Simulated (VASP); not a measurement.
Output of a VASP run:

File OSZICAR:
```
       N       E                     dE             d eps       ncg     rms          rms(c)
DAV:   1     0.307940872638E+02    0.30794E+02   -0.45576E+03  2488   0.104E+03
DAV:   2    -0.126074850693E+02   -0.43402E+02   -0.40718E+02  2428   0.177E+02
DAV:   3    -0.136399332840E+02   -0.10324E+01   -0.10243E+01  2950   0.354E+01
DAV:   4    -0.136575933364E+02   -0.17660E-01   -0.17654E-01  2904   0.414E+00
DAV:   5    -0.136581044227E+02   -0.51109E-03   -0.51106E-03  2794   0.701E-01    0.125E+01
RMM:   6    -0.162911361801E+02   -0.26330E+01   -0.27031E+01  2413   0.832E+01    0.186E+01
RMM:   7    -0.119902138569E+02    0.43009E+01   -0.91700E+00  2400   0.501E+01    0.232E+00
RMM:   8    -0.119996905170E+02   -0.94767E-02   -0.71298E-02  2400   0.268E+00    0.121E+00
RMM:   9    -0.119937956645E+02    0.58949E-02   -0.34986E-02  2400   0.130E+00    0.519E-01
RMM:  10    -0.119896189053E+02    0.41768E-02   -0.68152E-03  2407   0.131E+00    0.136E-01
RMM:  11    -0.119895800741E+02    0.38831E-04   -0.12363E-03  2417   0.270E-01    0.320E-02
RMM:  12    -0.119895960916E+02   -0.16018E-04   -0.25816E-04  2608   0.133E-01    0.406E-02
RMM:  13    -0.119895986211E+02   -0.25295E-05   -0.29899E-05  1863   0.520E-02
   1 F= -.11989599E+02 E0= -.11989986E+02  d E =-.119896E+02
```

**OUTCAR**
```
------------------------ aborting loop because EDIFF is reached ----------------------------------------
  FORCE on cell =-STRESS in cart. coord.  units (eV):
  Direction    XX          YY          ZZ          XY          YZ          ZX
  --------------------------------------------------------------------------------------
  Total       -0.1173970     -0.1173970     -0.1173970      0.0000000      0.0000000     -0.0000000
  in kB       -8.1151272     -8.1151272     -8.1151272      0.0000000      0.0000000     -0.0000000
  external PRESSURE =      -8.1151272 kB  Pullay stress =       0.0000000 kB
  volume of cell :       23.18
      direct lattice vectors                 reciprocal lattice vectors
     2.851176063  0.000000000  0.000000000     0.350732462  0.000000000  0.000000000
     0.000000000  2.851176063  0.000000000     0.000000000  0.350732462  0.000000000
     0.000000000  0.000000000  2.851176063     0.000000000  0.000000000  0.350732462
 POSITION                                       TOTAL-FORCE (eV/Angst)
 -----------------------------------------------------------------------------------
      1.42559      1.42559      1.42559         0.000000      0.000000      0.000000
      0.00000      0.00000      0.00000         0.000000      0.000000      0.000000
 -----------------------------------------------------------------------------------
    total drift:                               -0.000000     -0.000000     -0.000000
  FREE ENERGIE OF THE ION-ELECTRON SYSTEM (eV)
  ---------------------------------------------------
  free  energy   TOTEN  =       -11.9895986211 eV

  energy  without entropy=      -11.9907604592  energy(sigma->0) =      -11.98998590

 reached required accuracy - stopping structural energy minimisation
```
(Selected blocks of OUTCAR.)

### POSCAR
```
CoAl
1
    2.8511760628     0.0000000000     0.0000000000
    0.0000000000     2.8511760628     0.0000000000
    0.0000000000     0.0000000000     2.8511760628
Al Co
1 1
Direct
  0.5000000000   0.5000000000   0.5000000000
  0.0000000000   0.0000000000   0.0000000000
```

Task: Reconstruct the remaining input files.

Result: This is not unique; one that fits is the input of the run itself, PBE GGA, plane waves, VASP's PBE PAW potentials (set 64).

**INCAR**
```
SYSTEM = CoAl
PREC = Normal; ENCUT = 400; LREAL = .FALSE.
LASPH = .TRUE.
EDIFF = 1E-5; NELM = 100; NELMIN = 4
ALGO = Fast; LMAXMIX = 4
ISMEAR = 1; SIGMA = 0.1
GGA = PE
IBRION = 2; NSW = 20; ISIF = 2
EDIFFG = -0.03
LWAVE = .FALSE.; LCHARG = .FALSE.
```

File KPOINTS:
```
Automatic mesh
0
Gamma
14 14 14
0 0 0
```

POTCAR, in this order: Al Co (PBE.64 set). Program: vasp_std.

The compound is CoAl in the CsCl type structure. It was relaxed first. The run is not spin-polarised, so no magnetic state was tried.
